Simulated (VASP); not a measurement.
Given:

```
CELL_PARAMETERS angstrom
      3.28853     0.00000     0.00000
      0.00000     3.28853     0.00000
      0.00000     0.00000     3.28853
ATOMIC_POSITIONS crystal
  Ag 0.00000 0.00000 0.00000
  As 0.50000 0.50000 0.50000
```

These are r2SCAN meta-GGA, VASP's PBE PAW potentials (set 64) (plane waves; VASP) values and carry that method's errors. Settings: 480 eV cut-off, 10×10×10 Γ-centred mesh, first-order Methfessel-Paxton smearing of 0.10 eV, potentials Ag As.

Q: Estimate the energy per atom (σ→0), pressure, band gap (on the k-mesh) with the smallest direct gap where there is one.

A: 
| Property | Result |
|---|---|
| band gap (on the k-mesh) | none (metal, semimetal or under 0.01 eV) |
| energy per atom (σ→0) | -17.670 eV/atom |
| pressure | 5.00 GPa |

Total energies compare only between runs with the same potentials, cut-off and functional.

The structure was generated: AgAs was put into the CsCl type (Pm-3m), which need not be its known phase. It was relaxed first under an external pressure of 5 GPa.
